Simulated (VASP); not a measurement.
Input:

```yaml
crystal:
  lattice:
    - [0.00000, 2.11335, 2.11335]
    - [2.11335, 0.00000, 2.11335]
    - [2.11335, 2.11335, 0.00000]
  atoms:
    - { symbol: Ag, position: [0.00000, 0.00000, 0.00000] }
```

The numbers are results of PBE GGA, VASP's PBE PAW potentials (set 64) (plane waves; VASP), not measurements. Run with 520 eV cut-off, 15×15×15 Γ-centred mesh, first-order Methfessel-Paxton smearing of 0.10 eV, potentials Ag.

Problem. Give the stress tensor in GPa (positive for a compressed cell).

Solution. 
```
-4.35   0.00   0.00
 0.00  -4.35   0.00
 0.00   0.00  -4.35
```
The pressure is its mean diagonal, -4.35 GPa.

The compound is Ag in the fcc structure. This cell is one point of a volume scan, at 1.06 of the reference volume.
